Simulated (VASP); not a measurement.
Here is the system:

```xyz
4
Lattice="3.0781 0.0000 0.0000 -1.5390 2.6657 0.0000 0.0000 0.0000 5.0489" Properties=species:S:1:pos:R:3 pbc="T T T"
Si     0.0000     1.7771     5.0466
Si     1.5390     0.8886     2.5221
C      0.0000     1.7771     1.8957
C      1.5390     0.8886     4.4202
```

All values below come from PBEsol GGA, VASP's PBE PAW potentials (set 64) (plane waves; VASP 6.6.1). Numerical set-up: 520 eV cut-off, Gaussian smearing of 0.050 eV, potentials Si C.

Task: Give the energies of bands 3 to 11 at the high-symmetry points, in eV from the valence-band maximum.

Result: 
```csv
band,Γ,M,K,A,L,H
3,-8.75,-7.78,-6.81,-4.45,-8.31,-7.78
4,-1.32,-6.31,-6.26,-4.45,-8.31,-7.78
5,-1.32,-5.47,-6.26,-0.72,-2.46,-5.70
6,-0.11,-3.34,-4.08,-0.72,-2.46,-5.70
7,0.00,-3.33,-4.08,-0.72,-2.34,-1.74
8,0.00,-1.20,-3.86,-0.72,-2.34,-1.74
9,4.72,2.65,2.12,5.81,3.17,4.99
10,6.14,4.13,8.05,5.81,3.17,4.99
11,6.58,6.79,8.77,7.26,5.15,5.90
```

The gap is indirect, 2.12 eV, from the valence maximum at Γ to the conduction minimum at K.

The structure was generated: SiC was put into the wurtzite type (P6_3mc), which need not be its known phase. It was relaxed first.
